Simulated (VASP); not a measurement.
C:

```
C
1.0
     2.46100    0.00000    0.00000
    -1.23050    2.13129    0.00000
     0.00000    0.00000    9.39120
C
4
Direct
  0.00000 0.00000 0.25000
  0.33333 0.66667 0.25000
  0.00000 0.00000 0.75000
  0.66667 0.33333 0.75000
```

The cell was built by a generator and needn't be a form met in nature.

Base run:

| Property | Result |
| --- | --- |
| Program | VASP 6.6.1 |
| Functional | PBE |
| Potentials or basis | VASP PAW PBE potentials, release 64 (C) |
| Cutoff | 520 eV |
| k mesh | 16 × 16 × 4 |
| Occupations | fermi-dirac, width 0.05 eV |
| Spin | no spin polarisation |

Its results: band gap on the k mesh 1.17 eV, direct; pressure 1.6 GPa.

The run is repeated on the same cell with these changes: functional from PBE to optB88-vdW. What comes out?

Band gap on the k mesh 1.16 eV, direct; pressure 0.7 GPa.

Caveats: this functional lacks dispersion, which binds the layers, so the pressure and a relaxed spacing across them are unreliable (some runs); the PAW data sets were made with another functional, which shifts forces and pressure a little (some runs).

A k mesh can miss the band edges.

Not every run made on this cell is shown here.
